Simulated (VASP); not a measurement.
An input for Quantum ESPRESSO's pw.x (written as the equivalent of a VASP run, and not itself run):

```
&CONTROL
  calculation = 'scf'
  pseudo_dir = './pseudo'
  outdir = './out'
  tprnfor = .true.
  tstress = .true.
/
&SYSTEM
  ibrav = 0
  nat = 4
  ntyp = 2
  ecutwfc = 72
  occupations = 'smearing'
  smearing = 'gaussian'
  degauss = 0.009996
  input_dft = 'pz'
/
&ELECTRONS
  conv_thr = 7.3e-08
  electron_maxstep = 100
/
ATOMIC_SPECIES
  Ir 192.217 Ir.upf
  Sn 118.710 Sn.upf
CELL_PARAMETERS angstrom
     3.9800000    0.0000000    0.0000000
    -1.9900000    3.4467810    0.0000000
     0.0000000    0.0000000    5.6300000
ATOMIC_POSITIONS crystal
  Ir   0.0000000  0.0000000  0.0000000
  Ir   0.0000000  0.0000000  0.5000000
  Sn   0.3333330  0.6666670  0.2500000
  Sn   0.6666670  0.3333330  0.7500000
K_POINTS automatic
  11 11 7 0 0 0
```

Problem. Translate this input to VASP (INCAR, KPOINTS, POSCAR, choice of POTCAR).

Solution. Several could match; the one computed here: 
**POSCAR**
```
SnIr
1
    3.9800000000     0.0000000000     0.0000000000
   -1.9900000000     3.4467810000     0.0000000000
    0.0000000000     0.0000000000     5.6300000000
Ir Sn
2 2
Direct
  0.0000000000   0.0000000000   0.0000000000
  0.0000000000   0.0000000000   0.5000000000
  0.3333330000   0.6666670000   0.2500000000
  0.6666670000   0.3333330000   0.7500000000
```

File KPOINTS:
```
kpoints
0
Gamma
  11 11 7
```

INCAR:
```
! general
SYSTEM   =  SnIr
PREC     =  Accurate
ENCUT    =  300
LREAL    =  .FALSE.
LASPH    =  .TRUE.

! electronic loop
EDIFF    =  1E-6   ! SCF stop (eV)
NELM     =  100   ! most electronic steps
ALGO     =  Normal   ! blocked Davidson
LMAXMIX  =  6   ! l cut-off of mixed one-centre charges

! smearing
ISMEAR   =  0
SIGMA    =  0.136   ! width (eV)

! ions
ISIF     =  2

! output
LWAVE    =  .FALSE.
LCHARG   =  .FALSE.
```

POTCAR, in this order: Ir Sn_d (LDA.64 set). Program: vasp_std.

The two are equivalent in intent, not identical: the potentials are each code's own (VASP's PAW set, PseudoDojo norm-conserving files in pw.x), so ENCUT and ecutwfc are chosen apart and not converted; conv_thr bounds pw.x's estimated SCF error, while EDIFF bounds the energy change between steps.

The structure comes from a measured SnIr entry of the Crystallography Open Database, whose conditions weren't checked. The cell was not relaxed at this level.
